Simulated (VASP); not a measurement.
Input:

```yaml
crystal:
  lattice:
    - [0.00000, 2.38903, 2.38903]
    - [2.38903, 0.00000, 2.38903]
    - [2.38903, 2.38903, 0.00000]
  atoms:
    - { symbol: B, position: [0.00000, 0.00000, 0.00000] }
    - { symbol: As, position: [0.25000, 0.25000, 0.25000] }
```

Method: PBEsol GGA, VASP's PBE PAW potentials (set 64) (plane waves; VASP). Settings: 520 eV cut-off, 9×9×9 Γ-centred mesh, Gaussian smearing of 0.050 eV, potentials B As.

Problem. Estimate the energy per atom (σ→0).

Solution. 
The energy per atom (σ→0) comes out as -6.102 eV/atom.

Total energies compare only between runs with the same potentials, cut-off and functional.

The structure was generated: BAs was put into the zinc blende type (F-43m), which need not be its known phase. It was relaxed first, which changed the volume by +6 %. The start is the result of an earlier pass.
